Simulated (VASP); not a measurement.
Consider the following.

```yaml
crystal:
  lattice:
    - [0.00000, 3.02488, 3.02488]
    - [3.02488, 0.00000, 3.02488]
    - [3.02488, 3.02488, 0.00000]
  atoms:
    - { symbol: Sr, position: [0.00000, 0.00000, 0.00000] }
    - { symbol: Te, position: [0.50000, 0.50000, 0.50000] }
```

The numbers are results of PBE GGA, VASP's PBE PAW potentials (set 64) (plane waves; VASP), not measurements. Run with 500 eV cut-off, 8×8×8 Γ-centred mesh, Gaussian smearing of 0.050 eV, potentials Sr_sv Te.

Unless said otherwise, spin-orbit coupling is left out, though it shifts the bands of the heavy elements here.

Task: What does the run give for the energy per atom (σ→0), pressure, band gap (on the k-mesh) with the smallest direct gap where there is one?

Result: 
```json
{
  "band gap (on the k-mesh)": "0.66 eV",
  "smallest direct gap (on the k-mesh)": "1.59 eV",
  "energy per atom (σ→0)": "-3645 meV/atom",
  "pressure": "19.89 GPa"
}
```

The absolute energy has meaning only against runs of the same code, potentials and settings.

The compound is SrTe in the rock salt structure. It was relaxed first under an external pressure of 20 GPa.
